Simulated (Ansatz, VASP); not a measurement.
HfSb2: VASP beside Ansatz

```xyz
3
Lattice="6.1461 0.0000 0.0000 -3.0731 5.3227 0.0000 0.0000 0.0000 15.0000" Properties=species:S:1:pos:R:3 pbc="T T T"
Hf    0.0000    0.0000    7.2731
Sb    0.0000    3.5485    7.7269
Sb    3.0731    1.7742    7.7269
```

Alike in both runs: task single point; functional PBE; k mesh 3 × 3 × 1; occupations gaussian, width 0.1 eV; no spin polarisation.

|  | VASP | Ansatz |
| --- | --- | --- |
| version | VASP 6.6.1 | Ansatz 0.2.0 |
| potentials or method | VASP PAW PBE potentials, release 64 (Hf_pv, Sb) | scalar-relativistic, plane waves, PAW |
| plane-wave cutoff (eV) | 520 | 420 |
| valence electrons in the cell | 20 | 56 |

|  | VASP | Ansatz | Ansatz less VASP |
| --- | --- | --- | --- |
| gap on the k mesh at the Fermi level (eV) | none | none | - |
| rms of the force components (eV/Å) | 0.299 | 0.301 | +0.0020 |

Atom by atom the forces differ by 0.002 eV/Å (rms over components). A gap of «none» marks a metal or a gap that the smearing closes. The two sets of potentials don't hold the same shells in valence. Ansatz warned: «slab_cell_height_set».

Caveats: the k mesh is coarse (spacing up to 0.39 Å⁻¹), so the values aren't converged. Spin-orbit coupling is left out, which matters for the levels of Hf, Sb.
